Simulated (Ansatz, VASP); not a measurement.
# Cross-check of PtF2 between VASP and Ansatz, part 2 of 2

One calculation is typed for both programs; each brings its own data sets. How far apart do they land? The two relaxations start from unlike cells of this crystal (the structure described is Ansatz's start), so only their ends are compared.

VASP 6.6.1 and Ansatz 0.2.0.

So far: The structure; VASP: relaxation of cell and atoms, PBE.

The structure was built from a prototype and need not be the compound's stable phase.

## 3. Ansatz: relaxation of cell and atoms, PBE

Level of this step: Ansatz beside VASP: Kohn-Sham DFT, plane waves, PBE (Ansatz).

Ansatz runs on its default PAW (the set named soft_2) files.

Its own start cell and the same functional, mesh and smearing now go to Ansatz, which takes its cutoff from its data sets.

input.yaml reads:

```yaml
crystal:
  lattice:
    - [2.86597584, 0.0, 0.0]
    - [0.0, 8.5384692, 0.0]
    - [0.0, 0.0, 2.61405252]
  atoms:
    - { symbol: Pt, position: [0.5, 0.5, 0.0] }
    - { symbol: Pt, position: [0.0, 0.0, 0.5] }
    - { symbol: F, position: [0.61109574, 0.36664778, 0.5] }
    - { symbol: F, position: [0.11109574, 0.13335222, 0.0] }
    - { symbol: F, position: [0.38890426, 0.63335222, 0.5] }
    - { symbol: F, position: [0.88890426, 0.86664778, 0.0] }
kpoints:
  mp_grid: { grid: [8, 3, 9] }
scf:
  occupations: { method: fermi_dirac, width: 0.05 }
hamiltonian:
  xc: pbe
  pseudopotentials: { kind: paw }
output:
  forces: true
  stress: true
relax:
  f_tol: 0.02
  max_steps: 50
  cell: {}
```

Launch:

```
ansatz run input.yaml --threads 2 --pin off --max-ram 5120MiB --backend cpu --events-out ev --progress --plain --runs-dir out
```

Numbers of over 12 decimals in the logs are rounded to 6 here.

The program printed:

```text
Engine: ansatz 0.2.0, x86_64-unknown-linux-gnu
Pseudopotentials: kind: paw
Pseudopotential: Pt, paw, valence charge 18, recommended cutoff 420 eV (normal), Pt.paw.azcp
Pseudopotential: F, paw, valence charge 7, recommended cutoff 420 eV (normal), F.paw.azcp
Functional definition: PBE
  parameter kappa = 0.804
  parameter beta = 0.066725
  exchange = pbe_x(kappa = kappa, mu = beta*pi^2/3)
  correlation = pbe_c(beta = beta)
Crystal: 6 atoms, lattice volume = 63.969 Å³
Basis set: ecut = 420 eV, 1257 PW (Γ), exchange–correlation on 40×120×36 points (8 copies of the dense FFT grid, shifted against one another)
Bands: 39, of which v1, the nominal top of the filled ones, is band 32 counted from 1 (31 counted from 0)
Symmetry: 8 space group operations
Space group: Pnnm (ITA 58), of the structure as read, at distance tolerance 4.0e-5 Å
k-points: 50 of 216
Non-local potential: Pt, projectors of the file, l = 0: 3, l = 1: 2, l = 2: 2, l = 3: 1
Non-local potential: F, projectors of the file, l = 0: 2, l = 1: 2, l = 2: 1
PAW form: soft (Blöchl's): semilocal exchange-correlation on the pseudo side does not see the compensation charge
PAW one-centre angular grid: Pt, 590 points (default); XC on 64 Gauss nodes
PAW one-centre angular grid: F, 110 points (default); XC on 64 Gauss nodes
Initial density: superposition of atomic densities (neutral atoms: chi_scale 0, normalization atom), corrected by the library's trained network
Initial wavefunctions: pseudopotential atomic-orbital guess
Functional: x = pbe(κ = 0.804, μ = 0.219515), c = pbe(β = 0.066725)
SCF iter   1: F=—  HF=-28264.532376 eV  |F-HF|=—  |Δ(HF+E_count)|=         —  Δρ=1.60e-2  dr2=7.78e-2  ethr=1.77e-3  ⟨swp⟩=6.4  Hψ=7993  notcnv=0  defer=7
preconditioner: auto → Resta (q_TF=auto, 2.729 Å⁻¹)  ε∞=4.6  [insulator: Δε(μ)=1.529 eV  Ē_g=16.850 eV  σ=0.050 eV  W_gap=1.00  n_scr=22 (ndim 8)  ℏωp=32.2 eV  f_vac=0.102  D(μ)=0.00/eV (n_scr^D=0)  ε∞_Penn≈4.6]
SCF iter   2: F=—  HF=-28264.521209 eV  |F-HF|=—  |Δ(HF+E_count)|=   1.12e-2  Δρ=8.24e-3  dr2=1.84e-2  ethr=1.22e-4  ⟨swp⟩=2.1  Hψ=2692  notcnv=0  defer=97
SCF iter   3: F=—  HF=-28264.516401 eV  |F-HF|=—  |Δ(HF+E_count)|=   4.81e-3  Δρ=1.87e-3  dr2=2.51e-3  ethr=2.87e-5  ⟨swp⟩=2.6  Hψ=3269  notcnv=0  defer=97
SCF iter   4: F=—  HF=-28264.515967 eV  |F-HF|=—  |Δ(HF+E_count)|=   4.34e-4  Δρ=6.59e-4  dr2=3.10e-4  ethr=3.93e-6  ⟨swp⟩=2.1  Hψ=2736  notcnv=0  defer=97
SCF iter   5: F=—  HF=-28264.515999 eV  |F-HF|=—  |Δ(HF+E_count)|=   3.26e-5  Δρ=2.12e-4  dr2=2.07e-5  ethr=4.84e-7  ⟨swp⟩=2.0  Hψ=2787  notcnv=0  defer=97
SCF iter   6: F=—  HF=-28264.516055 eV  |F-HF|=—  |Δ(HF+E_count)|=   5.57e-5  Δρ=3.77e-5  dr2=5.77e-7  ethr=3.24e-8  ⟨swp⟩=2.0  Hψ=2894  notcnv=0  defer=97
SCF iter   7: F=-28264.516056 eV  HF=-28264.516056 eV  |F-HF|=1.80e-8  |Δ(HF+E_count)|=   8.88e-7  Δρ=6.22e-6  dr2=1.81e-8  ethr=1.56e-10  ⟨swp⟩=4.4  Hψ=6608  notcnv=0
SCF 1 converged in 7 iterations: F = -28264.516056 eV  dr2 = 1.81e-8
  greatest PAW one-centre occupation: 1.000 electrons in one spin orbital (limit 2), on the Pt atom at site 1 (counted from 0), in its partial waves of l = 0
relax step   1: F+E_penalty+E_count = -28264.51605577 eV  Δ(F+E_penalty+E_count) = +0.000e0 eV  max|allowed force component| = 1.078e1 eV/Å  Δτ_max = 0.0000 Å  P = +124.011 GPa  Ω = 63.969 Å³  (7 SCF iters, dr2 threshold 1.00e-7 eV, accepted)
[...]
relax step  30: F+E_penalty+E_count = -28273.63663150 eV  Δ(F+E_penalty+E_count) = -1.827e-3 eV  max|allowed force component| = 1.225e-3 eV/Å  Δτ_max = 0.0000 Å  P = +0.022 GPa  Ω = 93.785 Å³  stress off target by 6.39e-2 GPa  SCF on the basis re-selected at this cell (its energy is not comparable with the rows above)  (7 SCF iters)
[...]
relax step  31: F+E_penalty+E_count = -28273.63564949 eV  Δ(F+E_penalty+E_count) = +9.820e-4 eV  max|allowed force component| = 2.366e-4 eV/Å  Δτ_max = 0.0031 Å  P = -0.014 GPa  Ω = 94.065 Å³  energy of the carried Pulay correction = -1.027e-3 eV  (7 SCF iters, dr2 threshold 1.02e-8 eV, accepted)
[...]
relax step  32: F+E_penalty+E_count = -28273.63582725 eV  Δ(F+E_penalty+E_count) = -1.778e-4 eV  max|allowed force component| = 7.186e-5 eV/Å  Δτ_max = 0.0002 Å  P = +0.008 GPa  Ω = 94.018 Å³  energy of the carried Pulay correction = -8.495e-4 eV  (7 SCF iters, accepted)
[...]
relax step  33: F+E_penalty+E_count = -28273.63683853 eV  Δ(F+E_penalty+E_count) = -1.011e-3 eV  max|allowed force component| = 9.126e-5 eV/Å  Δτ_max = 0.0000 Å  P = +0.027 GPa  Ω = 94.018 Å³  stress off target by 3.89e-2 GPa  SCF on the basis re-selected at this cell (its energy is not comparable with the rows above)  (7 SCF iters)
basis re-selected at this cell: Δ(F+E_penalty+E_count) = -1.011e-3 eV, ΔP = +0.019 GPa vs the last step (what re-selecting the basis moved, of the pressure what is left beyond the Pulay correction that the steps carried, after the strain that the cell walked since its last selection, with what the two solves' SCF thresholds leave and, on support functions, any second-order correction that the steps lacked; it is no m [...]
SCF converged after 7 iterations
Free energy (F): -28273.636839 eV
Harris-Foulkes:  -28273.636839 eV  (|F-HF|=0.00e0)
Internal energy: -28273.604798 eV  (E = F + TS)
E sigma→0 (E₀):  -28273.620818 eV
Entropy (-TS):   -0.032040 eV (-5.340 meV/atom)
Fermi energy:    7.376766 eV
--- Per-component energies (eV) ---
  E_band       = -928.729387
  E_kinetic    = 2088.162663
  E_local      = -8149.521960  (includes V_loc(G=0)·N_el)
  E_nonlocal   = 697.901395
  E_hartree    = 3138.428536
  E_xc         = -834.519290
  E_vxc        = -1003.627359  (∫ρ·V_xc dr)
  E_paw        = -19708.608910  (= ΣΔE_a)
  E_vpaw       = -838.509889  (= ΣTr[D̂ρ^β])
  E_aug_tail   = 0.008740  (compensation charges beyond the density's cutoff)
  E_ewald      = -5505.455973
  E_smearing   = -0.032040  (= −TS)
  E_closure    = -0.000000  (closes the sum)
  Σ components = -28273.636839   (vs F -28273.636839, Δ=0.00e0)
--- Forces (eV/Å), atoms counted from 1 ---
  atom   1  Pt     0.00000000     0.00000000     0.00000000
  atom   2  Pt     0.00000000     0.00000000     0.00000000
  atom   3  F     -0.00002289    -0.00009126     0.00000000
  atom   4  F     -0.00002289     0.00009126    -0.00000000
  atom   5  F      0.00002289     0.00009126    -0.00000000
  atom   6  F      0.00002289    -0.00009126     0.00000000
  max |Σ_I F_I| component: 1.36e-20 eV/Å
--- Stress (GPa, compression-positive) ---
        0.026800       0.000000      -0.000000
        0.000000       0.038920      -0.000000
       -0.000000      -0.000000       0.014271
  P = ⅓ Tr σ = 0.0267 GPa (0.267 kbar)
--- Relaxed structure (26 steps of the walk, 25 accepted, 7 SCFs on fresh bases) ---
  F+E_penalty+E_count = -28273.63683853 eV   max|allowed force component| = 9.126e-5 eV/Å   (the final SCF, on the basis selected at the relaxed cell)
  cell:  # Å, volume = 94.0183 Å³
    - [2.883000, 0, 0]
    - [0, 10.017164, 0]
    - [0, 0, 3.255538]
  atoms:
    - { symbol: Pt, position: [0.5, 0.500000, 0] }
    - { symbol: Pt, position: [-2.4422102551562473e-19, 0, 0.500000] }
    - { symbol: F, position: [0.500016, 0.375558, 0.500000] }
    - { symbol: F, position: [1.639756719399827e-5, 0.124442, 0] }
    - { symbol: F, position: [0.499984, 0.624442, 0.500000] }
    - { symbol: F, position: [0.999984, 0.875558, 0] }
```

Reading the cycles: dr2 is the Hartree energy of the density residual (eV), the measure of convergence; HF is the Harris–Foulkes estimate of the energy, which meets the free energy F at convergence.

## 4. Side by side

Known differences besides the potentials themselves: the data sets hold 64 valence electrons in Ansatz (on its default PAW (the set named soft_2) files) and 48 in VASP; the cutoff is 420 eV in Ansatz and 600 eV in VASP; Ansatz adds a Pulay correction to the stress that steers its cell, VASP none. Total energies have different zeros and are not compared.

The two programs side by side:

```tsv
quantity	Ansatz	VASP	difference
volume (Å³)	94.02	91.19	+3.11 %
edge a after relaxation, in the typed setting (Å)	2.883	2.875	+0.29 %
edge b after relaxation, in the typed setting (Å)	10.017	9.733	+2.92 %
edge c after relaxation, in the typed setting (Å)	3.256	3.259	-0.11 %
```

## 5. Results

```json
{"difference in volume (relaxation of cell and atoms, PBE)": "3.1 %"}
```

The difference in volume is 3.1 % (relaxation of cell and atoms, PBE), beyond the 1.2 % picked in this series as the mark of a large difference, as far as the stopping tolerances let one tell. The data sets hold unlike numbers of valence electrons (64 in Ansatz and 48 in VASP), so part of the differences comes from the potentials. What causes the difference of the relaxation of cell and atoms, PBE pair stays open here. How closely two codes agree says nothing of how well the functional describes the real material.

[Lines on the potential files, build, host, timing and source positions are cut from VASP's logs without a mark.]

[Logs are printed without paths, hosts, clocks, repeated set-up lines and the standing remarks that a program may print on its own settings, such as how far it seeks lower states.]

[Hosts, paths, dates, database ids (printed as entryN), source tags and the programs' standing remarks are cut or masked in the printed files.]
